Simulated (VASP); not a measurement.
Computed with PBE GGA, VASP's PBE PAW potentials (set 64) (plane waves; VASP 6.6.1).

Input for VASP

**KPOINTS**
```
Automatic mesh
0
Gamma
4 4 4
0.5 0.5 0.5
```

### POSCAR
```
KCl
1
    0.0000000000     3.2147610000     3.2147610000
    3.2147610000     0.0000000000     3.2147610000
    3.2147610000     3.2147610000     0.0000000000
K Cl
1 1
Direct
  0.0000000000   0.0000000000   0.0000000000
  0.5000000000   0.5000000000   0.5000000000
```

### INCAR
```
# general
SYSTEM = KCl
PREC   = Accurate
ENCUT  = 150
LREAL  = .FALSE.
LASPH  = .TRUE.

# electronic loop
EDIFF  = 1E-04
NELM   = 100
ALGO   = Normal

# smearing
ISMEAR = 0
SIGMA  = 0.01

# functional
GGA    = PE

# ions
IBRION = 2
NSW    = 50
ISIF   = 3
EDIFFG = -0.01

# output
LWAVE  = .FALSE.
LCHARG = .FALSE.
```

POTCAR, in this order: K_sv Cl (PBE.64 set). Program: vasp_std.

The resulting files:

File OSZICAR:
```
...
DAV:   2    -0.888060564567E+01    0.25853E-01   -0.53360E-02   264   0.208E+00    0.624E-01
DAV:   3    -0.887480496970E+01    0.58007E-02   -0.19164E-02   356   0.110E+00    0.445E-01
DAV:   4    -0.887507831990E+01   -0.27335E-03   -0.76383E-04   400   0.156E-01    0.156E-01
DAV:   5    -0.887517155389E+01   -0.93234E-04   -0.31254E-04   368   0.986E-02
   5 F= -.88751716E+01 E0= -.88751716E+01  d E =-.207241E+01
       N       E                     dE             d eps       ncg     rms          rms(c)
DAV:   1    -0.887918182791E+01   -0.41035E-02   -0.11382E-01   240   0.311E+00    0.382E-01
DAV:   2    -0.887524609720E+01    0.39357E-02   -0.83016E-03   280   0.810E-01    0.248E-01
DAV:   3    -0.887432408848E+01    0.92201E-03   -0.29326E-03   364   0.429E-01    0.178E-01
DAV:   4    -0.887433970888E+01   -0.15620E-04   -0.55077E-05   196   0.561E-02
   6 F= -.88743397E+01 E0= -.88743397E+01  d E =-.207157E+01
       N       E                     dE             d eps       ncg     rms          rms(c)
DAV:   1    -0.887438179457E+01   -0.57706E-04   -0.29321E-04   304   0.111E-01    0.202E-02
DAV:   2    -0.887437509769E+01    0.66969E-05   -0.55494E-06   120   0.244E-02
   7 F= -.88743751E+01 E0= -.88743751E+01  d E =-.353888E-04
       N       E                     dE             d eps       ncg     rms          rms(c)
DAV:   1    -0.887447544252E+01   -0.93648E-04   -0.29412E-04   200   0.161E-01    0.214E-02
DAV:   2    -0.887446206575E+01    0.13377E-04   -0.19531E-05   120   0.398E-02
   8 F= -.88744621E+01 E0= -.88744621E+01  d E =-.122357E-03
       N       E                     dE             d eps       ncg     rms          rms(c)
DAV:   1    -0.887446021432E+01    0.15228E-04   -0.81482E-06   120   0.239E-02    0.112E-02
DAV:   2    -0.887446080580E+01   -0.59148E-06   -0.11778E-06   120   0.690E-03
   9 F= -.88744608E+01 E0= -.88744608E+01  d E =0.125995E-05
       N       E                     dE             d eps       ncg     rms          rms(c)
DAV:   1    -0.887446281314E+01   -0.25988E-05   -0.71038E-07   120   0.519E-03    0.123E-03
DAV:   2    -0.887446292168E+01   -0.10855E-06   -0.39904E-07   120   0.307E-03
  10 F= -.88744629E+01 E0= -.88744629E+01  d E =-.855935E-06
       N       E                     dE             d eps       ncg     rms          rms(c)
DAV:   1    -0.887446550172E+01   -0.26886E-05   -0.42376E-07   120   0.639E-03    0.573E-04
DAV:   2    -0.887446552135E+01   -0.19626E-07   -0.79923E-08   120   0.207E-03
  11 F= -.88744655E+01 E0= -.88744655E+01  d E =-.345560E-05
       N       E                     dE             d eps       ncg     rms          rms(c)
DAV:   1    -0.887447052183E+01   -0.50201E-05   -0.10185E-06   120   0.986E-03    0.113E-03
DAV:   2    -0.887447046856E+01    0.53268E-07   -0.64463E-08   120   0.260E-03
  12 F= -.88744705E+01 E0= -.88744705E+01  d E =-.840281E-05
       N       E                     dE             d eps       ncg     rms          rms(c)
DAV:   1    -0.887448043719E+01   -0.99154E-05   -0.38690E-06   120   0.189E-02    0.231E-03
DAV:   2    -0.887448022493E+01    0.21226E-06   -0.30117E-07   120   0.551E-03
  13 F= -.88744802E+01 E0= -.88744802E+01  d E =-.181592E-04
       N       E                     dE             d eps       ncg     rms          rms(c)
DAV:   1    -0.887450025560E+01   -0.19818E-04   -0.15624E-05   120   0.379E-02    0.468E-03
DAV:   2    -0.887449952867E+01    0.72693E-06   -0.13311E-06   120   0.114E-02
  14 F= -.88744995E+01 E0= -.88744995E+01  d E =-.374629E-04
       N       E                     dE             d eps       ncg     rms          rms(c)
DAV:   1    -0.887454011023E+01   -0.39855E-04   -0.62680E-05   120   0.758E-02    0.937E-03
DAV:   2    -0.887453750287E+01    0.26074E-05   -0.54635E-06   120   0.230E-02
  15 F= -.88745375E+01 E0= -.88745375E+01  d E =-.754371E-04
       N       E                     dE             d eps       ncg     rms          rms(c)
DAV:   1    -0.887462274867E+01   -0.82638E-04   -0.27015E-04   200   0.152E-01    0.207E-02
DAV:   2    -0.887461064009E+01    0.12109E-04   -0.21257E-05   120   0.426E-02
  16 F= -.88746106E+01 E0= -.88746106E+01  d E =-.148574E-03
       N       E                     dE             d eps       ncg     rms          rms(c)
DAV:   1    -0.887479267962E+01   -0.16993E-03   -0.10612E-03   240   0.304E-01    0.407E-02
DAV:   2    -0.887474648383E+01    0.46196E-04   -0.79143E-05   120   0.822E-02
  17 F= -.88747465E+01 E0= -.88747465E+01  d E =-.284418E-03
       N       E                     dE             d eps       ncg     rms          rms(c)
DAV:   1    -0.887515874867E+01   -0.36607E-03   -0.42455E-03   240   0.608E-01    0.812E-02
DAV:   2    -0.887497917108E+01    0.17958E-03   -0.32941E-04   248   0.164E-01    0.601E-02
DAV:   3    -0.887494122073E+01    0.37950E-04   -0.11252E-04   124   0.914E-02
  18 F= -.88749412E+01 E0= -.88749412E+01  d E =-.479155E-03
       N       E                     dE             d eps       ncg     rms          rms(c)
DAV:   1    -0.887596990179E+01   -0.99073E-03   -0.19433E-02   240   0.130E+00    0.155E-01
DAV:   2    -0.887528810628E+01    0.68180E-03   -0.13284E-03   284   0.324E-01    0.105E-01
DAV:   3    -0.887514255155E+01    0.14555E-03   -0.51483E-04   348   0.179E-01    0.760E-02
DAV:   4    -0.887515622595E+01   -0.13674E-04   -0.96902E-06   128   0.239E-02
  19 F= -.88751562E+01 E0= -.88751562E+01  d E =-.694160E-03
       N       E                     dE             d eps       ncg     rms          rms(c)
DAV:   1    -0.887801044026E+01   -0.28679E-02   -0.78829E-02   240   0.261E+00    0.315E-01
DAV:   2    -0.887528848350E+01    0.27220E-02   -0.56130E-03   272   0.669E-01    0.201E-01
DAV:   3    -0.887468168601E+01    0.60680E-03   -0.20423E-03   368   0.359E-01    0.147E-01
DAV:   4    -0.887471811337E+01   -0.36427E-04   -0.35470E-05   172   0.464E-02
  20 F= -.88747181E+01 E0= -.88747181E+01  d E =-.256048E-03
       N       E                     dE             d eps       ncg     rms          rms(c)
DAV:   1    -0.887695710183E+01   -0.22754E-02   -0.44174E-02   248   0.193E+00    0.236E-01
DAV:   2    -0.887550953861E+01    0.14476E-02   -0.32880E-03   272   0.516E-01    0.152E-01
DAV:   3    -0.887515775858E+01    0.35178E-03   -0.10725E-03   348   0.264E-01    0.109E-01
DAV:   4    -0.887515970256E+01   -0.19440E-05   -0.44770E-05   160   0.400E-02
  21 F= -.88751597E+01 E0= -.88751597E+01  d E =-.697637E-03
       N       E                     dE             d eps       ncg     rms          rms(c)
DAV:   1    -0.887524709778E+01   -0.89339E-04   -0.17223E-03   240   0.394E-01    0.461E-02
DAV:   2    -0.887518611191E+01    0.60986E-04   -0.10381E-04   120   0.907E-02
  22 F= -.88751861E+01 E0= -.88751861E+01  d E =-.724046E-03
       N       E                     dE             d eps       ncg     rms          rms(c)
DAV:   1    -0.887519361193E+01    0.53486E-04   -0.25985E-04   200   0.156E-01    0.336E-02
DAV:   2    -0.887517463706E+01    0.18975E-04   -0.29388E-05   120   0.502E-02
  23 F= -.88751746E+01 E0= -.88751746E+01  d E =-.712571E-03
       N       E                     dE             d eps       ncg     rms          rms(c)
DAV:   1    -0.887516936700E+01    0.24245E-04   -0.73175E-06   120   0.287E-02    0.175E-02
DAV:   2    -0.887516798024E+01    0.13868E-05   -0.27159E-06   120   0.134E-02
  24 F= -.88751680E+01 E0= -.88751680E+01  d E =-.705914E-03
```

OUTCAR:
```
------------------------ aborting loop because EDIFF is reached ----------------------------------------
  FORCE on cell =-STRESS in cart. coord.  units (eV):
  Direction    XX          YY          ZZ          XY          YZ          ZX
  --------------------------------------------------------------------------------------
  Total       -0.0050855     -0.0050855     -0.0050855      0.0000000      0.0000000      0.0000000
  in kB       -0.1734780     -0.1734780     -0.1734780      0.0000000      0.0000000      0.0000000
  external PRESSURE =      -0.1734780 kB  Pullay stress =       0.0000000 kB
  volume of cell :       46.97
      direct lattice vectors                 reciprocal lattice vectors
    -0.000000000  2.863669458  2.863669458    -0.174601157  0.174601157  0.174601157
     2.863669458  0.000000000  2.863669458     0.174601157 -0.174601157  0.174601157
     2.863669458  2.863669458  0.000000000     0.174601157  0.174601157 -0.174601157
  FREE ENERGIE OF THE ION-ELECTRON SYSTEM (eV)
  ---------------------------------------------------
  free  energy   TOTEN  =        -8.8751679802 eV

  energy  without entropy=       -8.8751679802  energy(sigma->0) =       -8.87516798

 reached required accuracy - stopping structural energy minimisation
```
(Selected blocks of OUTCAR.)

**CONTCAR**
```
KCl
   1.00000000000000
    -0.0000000000000000    2.8636694579005284    2.8636694579005284
     2.8636694579005284    0.0000000000000000    2.8636694579005284
     2.8636694579005284    2.8636694579005284    0.0000000000000000
  K               Cl
     1     1
Direct
     0.0000000000000000    0.0000000000000000    0.0000000000000000
     0.5000000000000000    0.5000000000000000    0.5000000000000000
```

At this cut-off the stress carries a Pulay error, which pulls relaxed volumes low.  Energy and stress use the plane-wave basis of the starting cell.

The structure comes from a computed database's KCl entry; how it stands against other phases isn't given here. This run relaxes it. Symmetry was kept, so distortions that lower it aren't found. The k-mesh is coarse (spacing up to 0.48 per Å, 2π included), so the numbers may not be converged in it. The run is one of a series of settings (EDIFF = 1E-04, EDIFFG = -0.01, ENCUT = 150, IBRION = 2, ISIF = 3, NSW = 50, KPOINTS 4×4×4 Γ-centred mesh shifted by (0.5, 0.5, 0.5) against the base run), some of them coarse on purpose.
